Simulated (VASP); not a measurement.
Here is a VASP 6.6.1 calculation.

INCAR

```
PREC = Accurate ; ENCUT = 520
EDIFF = 1E-6 ; ISMEAR = 0
SIGMA = 0.02 ; LREAL = F
LASPH = T ; NELM = 100
ALGO = Normal ; ISIF = 2
LWAVE = F ; LCHARG = F
METAGGA = R2SCAN ; LMIXTAU = T
NBANDS = 16
```

File KPOINTS:

```
regular mesh
0
Gamma
  9 9 9
```

Contents of POSCAR:

```
InSb                                    
1.0
    0.0000000000      3.2783966599      3.2783966599
    3.2783966599      0.0000000000      3.2783966599
    3.2783966599      3.2783966599     -0.0000000000
  In              Sb            
     1     1
Direct
     0.2500000000000000    0.2500000000000000    0.2500000000000000
     0.0000000000000000    0.0000000000000000    0.0000000000000000
```

File KPOINTS_OPT:

```
path GXWKGLUWLK,UX
20
line-mode
reciprocal
 0.0000000000  0.0000000000  0.0000000000  G
 0.5000000000  0.0000000000  0.5000000000  X

 0.5000000000  0.0000000000  0.5000000000  X
 0.5000000000  0.2500000000  0.7500000000  W

 0.5000000000  0.2500000000  0.7500000000  W
 0.3750000000  0.3750000000  0.7500000000  K

 0.3750000000  0.3750000000  0.7500000000  K
 0.0000000000  0.0000000000  0.0000000000  G

 0.0000000000  0.0000000000  0.0000000000  G
 0.5000000000  0.5000000000  0.5000000000  L

 0.5000000000  0.5000000000  0.5000000000  L
 0.6250000000  0.2500000000  0.6250000000  U

 0.6250000000  0.2500000000  0.6250000000  U
 0.5000000000  0.2500000000  0.7500000000  W

 0.5000000000  0.2500000000  0.7500000000  W
 0.5000000000  0.5000000000  0.5000000000  L

 0.5000000000  0.5000000000  0.5000000000  L
 0.3750000000  0.3750000000  0.7500000000  K

 0.6250000000  0.2500000000  0.6250000000  U
 0.5000000000  0.0000000000  0.5000000000  X
```

Potentials or basis: VASP PAW PBE potentials, release 64 (In_d, Sb).

Run with:

```console
$ cat potpaw_PBE.64/In_d/POTCAR potpaw_PBE.64/Sb/POTCAR > POTCAR
$ mpirun -np 1 vasp_std > vasp.out
```

(1) Predict the band gap on the k mesh.

(2) Predict the pressure.

## Answers

(1) 0.02 eV, direct.

(2) 0.0 GPa.

Caveat: the PAW data sets were made with another functional, which shifts forces and pressure a little; spin-orbit coupling is left out, which moves the levels of the heavy elements.

**The experiment to reproduce.**

“Electronic Structure and Epitaxy of CdTe Shells on InSb Nanowires”, 2021, arxiv:2111.05126 quotes, for a bulk crystal of InSb: band gap 0.24 eV.

Measured gap of InSb: 0.24 eV (quoted in “Electronic Structure and Epitaxy of CdTe Shells on InSb Nanowires”, 2021, arxiv:2111.05126). This calculation gives 0.02 eV (-0.22 eV). Spin-orbit coupling on In, Sb is left out. The value is that of r2SCAN, without temperature or zero-point motion. The cell is a database's relaxed one, not the measured one, which moves gaps too.
